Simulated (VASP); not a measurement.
Given:

```yaml
crystal:
  lattice:
    - [0.00000, 3.39546, 3.39546]
    - [3.39546, 0.00000, 3.39546]
    - [3.39546, 3.39546, 0.00000]
  atoms:
    - { symbol: Te, position: [0.50000, 0.50000, 0.50000] }
    - { symbol: Pb, position: [0.00000, 0.00000, 0.00000] }
```

Level of theory: vdW-DF2, VASP's PBE PAW potentials (set 64) (plane waves; VASP). Settings: 520 eV cut-off, Gaussian smearing of 0.050 eV, potentials Te Pb_d.

Unless said otherwise, spin-orbit coupling is left out, though it shifts the bands of the heavy elements here.

**Question.** Give the energies of bands 7 to 13 at the high-symmetry points, in eV from the valence-band maximum.

**Answer.** 
```csv
band,Γ,X,U,L,W
7,-6.13,-7.28,-7.67,-8.06,-7.70
8,-0.83,-3.36,-3.04,-0.43,-2.77
9,-0.83,-1.99,-1.57,-0.43,-2.77
10,-0.83,-1.99,-1.50,0.00,-0.12
11,3.71,4.11,3.33,0.96,1.71
12,3.71,4.76,3.47,1.51,4.96
13,3.71,4.76,5.25,1.51,4.96
```

The gap is direct, 0.96 eV, from the valence maximum at L to the conduction minimum at L.

The compound is PbTe in the rock salt structure. It was relaxed first, which changed the volume by +16 %.
